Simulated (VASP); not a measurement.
Data:

```
YSi2
1.0
    2.81473    -2.81674     0.00263
    2.81473     2.81674     0.00263
   -2.70392     0.00000     7.25391
Y Si
2 4
Direct
  0.62411   0.37589   0.75000
  0.37589   0.62411   0.25000
  0.04238   0.79079   0.58530
  0.95762   0.20921   0.41470
  0.20921   0.95762   0.91470
  0.79079   0.04238   0.08530
```

Computed with r2SCAN meta-GGA, VASP's PBE PAW potentials (set 64) (plane waves; VASP). Run with 400 eV cut-off, 9×9×5 Γ-centred mesh, tetrahedra with Blöchl corrections, potentials Y_sv Si.

Task: The job: YSi₂ (space group C2/c), 6 atoms, r2SCAN, static run, 400 eV, 9×9×5 Γ-centred mesh. Roughly how much core time does it take on a busy server core?

Result: About 40 core-minutes (one run on a shared machine, a rough figure). It had 115 irreducible k-points, 23 bands, up to 2117 plane waves and 26 electronic steps.

The structure comes from a computed database's YSi2 entry (C2/c); how it stands against other phases isn't given here. It was relaxed first.
